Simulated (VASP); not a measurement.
Given:

```xyz
1
Lattice="-2.1152 2.0840 2.1152 2.1152 -2.0840 2.1152 2.1152 2.0840 -2.1152" Properties=species:S:1:pos:R:3 pbc="T T T"
Na     0.0000     0.0000     0.0000
```

The numbers are results of r2SCAN meta-GGA, VASP's PBE PAW potentials (set 64) (plane waves; VASP 6.6.1), not measurements. Settings: 480 eV cut-off, 12×12×12 Γ-centred mesh, first-order Methfessel-Paxton smearing of 0.10 eV, potentials Na_pv.

What does the run give for the energy per atom (σ→0), band gap (on the k-mesh) with the smallest direct gap where there is one?

- band gap (on the k-mesh) = none (metal, semimetal or under 0.01 eV)
- energy per atom (σ→0) = -3.551 eV/atom

Total energies compare only between runs with the same potentials, cut-off and functional.

The compound is Na in the bcc structure. This cell was strained or had an atom moved on purpose.
